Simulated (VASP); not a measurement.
Here is the system:

```
CELL_PARAMETERS angstrom
      1.75553    -3.04067     0.00000
      1.75553     3.04067     0.00000
      0.00000     0.00000     5.53940
ATOMIC_POSITIONS crystal
  Pt 0.00000 0.00000 0.00000
  S  0.33333 0.66667 0.22053
  S  0.66667 0.33333 0.77947
```

Computed with r2SCAN meta-GGA, VASP's PBE PAW potentials (set 64) (plane waves; VASP). Run with 520 eV cut-off, 7×7×4 Γ-centred mesh, Gaussian smearing of 0.050 eV, potentials Pt S.

Q: The ions and cell shape at fixed volume are relaxed. Give the cell that the relaxation ends in.

A: 
```
CELL_PARAMETERS angstrom
      1.77393    -3.07254     0.00000
      1.77393     3.07254     0.00000
      0.00000     0.00000     5.42506
ATOMIC_POSITIONS crystal
  Pt 0.00000 0.00000 0.00000
  S  0.33333 0.66667 0.22683
  S  0.66667 0.33333 0.77317
```
Space group P-3m1 (164), at a tolerance of 0.03 Å.

Q: How much energy does the relaxation gain?

A: The energy (σ→0) changes by -7.0 meV/atom, in 6 ionic steps.

The compound is PtS2 in the 1T layered structure. This cell is one point of a volume scan, at 0.97 of the reference volume. Symmetry was kept, so distortions that lower it aren't found.
